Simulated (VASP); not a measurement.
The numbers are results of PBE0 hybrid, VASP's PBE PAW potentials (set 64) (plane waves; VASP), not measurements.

VASP ran on this input.

**INCAR**
```
PRECFOCK=Fast
LASPH=T   ! aspherical one-centre terms
HFRCUT=-1
AEXX=0.25
SIGMA=0.05
LCHARG=F
ENCUT=520   ! plane-wave cut-off (eV)
SYSTEM=SrTe
LWAVE=F
ISMEAR=0
GGA=PE   ! PBE
ALGO=Normal   ! blocked Davidson
ISYM=3
ISIF=2   ! forces and stress, cell fixed
EDIFF=1E-6   ! SCF stop (eV)
PREC=Accurate
LREAL=F   ! projection in real space or not
LHFCALC=T
LMAXMIX=4   ! l cut-off of mixed one-centre charges
NELM=60   ! most electronic steps
```

**POSCAR**
```
SrTe
1.0
  0.0000000000   3.2938193374   3.2938193374
  3.2938193374   0.0000000000   3.2938193374
  3.2938193374   3.2938193374   0.0000000000
Sr Te
1 1
Cartesian
  0.0000000000   0.0000000000   0.0000000000
  3.2938193374   3.2938193374   3.2938193374
```

KPOINTS:
```
Automatic mesh
0
Gamma
6 6 6
0 0 0
```

POTCAR, in this order: Sr_sv Te (PBE.64 set). Program: vasp_std. Read from the step before: WAVECAR.

Unless said otherwise, spin-orbit coupling is left out, though it shifts the bands of the heavy elements here.

Task: What does the run give for the energy per atom (σ→0), pressure, band gap (on the k-mesh)?

Result: 
* **energy per atom (σ→0)**: -4.991 eV/atom
* **band gap (on the k-mesh)**: 2.99 eV
* **pressure**: 1.81 GPa

File OSZICAR:
```
...
DAV:   2    -0.998245246628E+01   -0.99265E-02   -0.28737E-02   476   0.133E+00    0.665E+00
DAV:   3    -0.998166444440E+01    0.78802E-03   -0.20012E-03   540   0.364E-01    0.401E+00
DAV:   4    -0.998126607169E+01    0.39837E-03   -0.55959E-04   468   0.175E-01    0.240E+00
DAV:   5    -0.998117405483E+01    0.92017E-04   -0.26471E-04   560   0.104E-01    0.145E+00
DAV:   6    -0.998115691956E+01    0.17135E-04   -0.66286E-05   528   0.524E-02    0.865E-01
DAV:   7    -0.998115344116E+01    0.34784E-05   -0.16708E-05   568   0.275E-02    0.516E-01
DAV:   8    -0.998115337376E+01    0.67400E-07   -0.34920E-06   496   0.127E-02
   1 F= -.99811534E+01 E0= -.99811534E+01  d E =-.174332E-22
```

The compound is SrTe in the rock salt structure. This cell is one point of a volume scan, at 0.94 of the reference volume. The cell's shape comes from a PBE relaxation.
